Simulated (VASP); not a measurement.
Write the native input for VASP 6.6.1 that does the following.

| Property | Result |
| --- | --- |
| Task | relaxation of cell and atoms |
| Functional | PBE |
| Potentials or basis | VASP PAW PBE potentials, release 64 (Be, S) |
| Cutoff | 520 eV |
| k mesh | 4 × 4 × 3 |
| Occupations | gaussian, width 0.15 eV |
| Spin | no spin polarisation |
| Further INCAR settings | PREC = Normal; ALGO = Fast; EDIFF = 0.0001; IBRION = 2; EDIFFG = -0.08; NSW = 24; ISIF = 3 |

The structure of Be3S5 lies in POSCAR:

```
Be3S5
1.0
    5.3451646700      0.0000000000      0.0000000000
   -2.6725823300      4.6290483900      0.0000000000
    0.0000000000      0.0000000000      6.8426290600
Be S
3 5
Direct
    0.5000000000      0.0000000000      0.0000000000
    0.0000000000      0.5000000000      0.0000000000
    0.5000000000      0.5000000000      0.0000000000
    0.3333333300      0.6666666700      0.7723801700
    0.6666666700      0.3333333300      0.7723801700
    0.6666666700      0.3333333300      0.2276198300
    0.3333333300      0.6666666700      0.2276198300
    0.0000000000      0.0000000000      0.0000000000
```

The cell was built by a generator and needn't be a form met in nature.

The input as run:

INCAR

```
SYSTEM = Be3S5
PREC = Normal
ENCUT = 520
EDIFF = 1E-4
ISMEAR = 0
SIGMA = 0.15
LREAL = .FALSE.
LASPH = .TRUE.
NELM = 60
ALGO = Fast
ISIF = 3
LWAVE = .FALSE.
LCHARG = .FALSE.
GGA = PE
IBRION = 2
NSW = 24
EDIFFG = -0.08
```

KPOINTS

```
Automatic mesh
0
G
  4 4 3
  0 0 0
```

Potentials or basis: VASP PAW PBE potentials, release 64 (Be, S).

Command:

```bash
$ cat potpaw_PBE.64/Be/POTCAR potpaw_PBE.64/S/POTCAR > POTCAR
$ mpirun -np 1 vasp_std > vasp.out
```

Results of the run:

```yaml
Relaxed_volume: 19.48 Å³/atom
Relaxed_cell: a = 5.021 Å, b = 5.021 Å, c = 7.141 Å, α = 90.00°, β = 90.00°, γ = 120.00°
Space_group_after_relaxing_to_0.05_Å: P6/mmm (No. 191)
Energy_gained_by_relaxing: 34.0 meV/atom
Ionic_steps: 11
Pressure_after_relaxing: 0.1 GPa
Largest_force_after_relaxing: 0.050 eV/Å
Band_gap_on_the_k_mesh: none (metal or under the smearing width)
```

Caveat: this functional lacks dispersion, which binds the layers, so the pressure and a relaxed spacing across them are unreliable.

Run time: 2.8 min on 1 thread of Intel(R) Xeon(R) Platinum 8259CL CPU @ 2.50GHz (Skylake/Cascade Lake), with other jobs on the host, peak memory 0.19 GiB.
